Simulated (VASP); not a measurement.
OSZICAR of a VASP run on InAs (zinc blende):

**OSZICAR**
```
       N       E                     dE             d eps       ncg     rms          rms(c)
DAV:   1    -0.926671470761E+01   -0.92667E+01   -0.54753E-01  1512   0.979E+00    0.377E+00
DAV:   2    -0.927541865662E+01   -0.87039E-02   -0.42544E-02  1322   0.181E+00    0.318E+00
DAV:   3    -0.927476085813E+01    0.65780E-03   -0.34085E-03  1598   0.701E-01    0.247E+00
DAV:   4    -0.927432673991E+01    0.43412E-03   -0.25788E-04  1368   0.219E-01    0.154E+00
DAV:   5    -0.927420649816E+01    0.12024E-03   -0.98939E-05  1316   0.110E-01    0.940E-01
DAV:   6    -0.927417429208E+01    0.32206E-04   -0.21608E-05  1418   0.594E-02    0.575E-01
DAV:   7    -0.927416436361E+01    0.99285E-05   -0.49964E-06  1302   0.300E-02    0.346E-01
DAV:   8    -0.927416268157E+01    0.16820E-05   -0.21832E-06  1054   0.163E-02    0.207E-01
DAV:   9    -0.927416210365E+01    0.57792E-06   -0.89270E-07  1012   0.891E-03
   1 F= -.92741621E+01 E0= -.92739965E+01  d E =-.331304E-03  mag=    -0.0000    -0.0000    -0.0000
       N       E                     dE             ncg
```

Q: Which electronic solver shows in the log?

A: It is blocked Davidson (ALGO = Normal, or the opening steps of other solvers). The INCAR had ALGO = Normal.

Q: How was spin treated?

A: With non-collinear spinors: mag has three components.

Q: Can the final energy be trusted as converged?

A: The calculation finished and met its thresholds. It stopped with EDIFF = 1E-6, NELM = 60 (HSE06 screened hybrid with spin-orbit coupling, plane waves, VASP's PBE PAW potentials (set 64)).

The compound is InAs in the zinc blende structure. It was relaxed first, which changed the volume by +6 %. The cell's shape comes from a PBE relaxation.
